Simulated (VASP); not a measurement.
Write the native input for VASP 6.6.1 that does the following.

```
Task                   : single point
Functional             : LDA
Potentials or basis    : VASP PAW LDA potentials, release 64 (Ti_sv, Rh_pv)
Cutoff                 : 520 eV
k mesh                 : 16 × 16 × 16
Occupations            : gaussian, width 0.15 eV
Spin                   : no spin polarisation
Dipole correction      : no
Further INCAR settings : ALGO = Fast; EDIFF = 1e-06; NBANDS = 20
```

The structure of TiRh lies in POSCAR:

```
TiRh
1.0
    3.1152020000      0.0000000000      0.0000000000
    0.0000000000      3.1152020000      0.0000000000
    0.0000000000      0.0000000000      3.2709621000
Ti Rh
1 1
Direct
    0.5000000000      0.5000000000      0.5000000000
    0.0000000000      0.0000000000      0.0000000000
```

The cell comes from a database or a generator and needn't be the stable form of this composition.

The cell isn't the ideal one: strain +0.000 along x and y, +0.050 along z, atoms carried along.

One way to write it, as run:

INCAR

```
SYSTEM = TiRh
ALGO     = Fast           ! electronic algorithm
EDIFF    = 1E-6           ! SCF threshold, eV
ENCUT    = 520            ! plane-wave cutoff, eV
GGA      = CA             ! functional
ISIF     = 2              ! what is computed and relaxed
ISMEAR   = 0              ! smearing method
LASPH    = .True.         ! aspherical terms in the spheres
LCHARG   = .False.        ! write CHGCAR
LREAL    = .False.        ! projectors in reciprocal space
LWAVE    = .False.        ! write WAVECAR
NBANDS   = 20             ! bands
NELM     = 100            ! most SCF steps
PREC     = Accurate       ! precision mode
SIGMA    = 0.15           ! smearing width, eV
```

KPOINTS

```
k-points
0
Gamma
  16 16 16
  0 0 0
```

Potentials or basis: VASP PAW LDA potentials, release 64 (Ti_sv, Rh_pv).

Command:

```bash
$ cat potpaw_LDA.64/Ti_sv/POTCAR potpaw_LDA.64/Rh_pv/POTCAR > POTCAR
$ mpirun -np 1 vasp_std > vasp.out
```

It gave:

The pressure is -19.9 GPa and the band gap on the k mesh is none (metal or under the smearing width).

Caveat: so large a pressure means that the cell lies far from this level's equilibrium, or that cutoff or potentials fall short.

It took 2.4 min on 1 thread of Intel(R) Xeon(R) 6975P-C (Granite Rapids), on a shared host, peak memory 0.34 GiB.
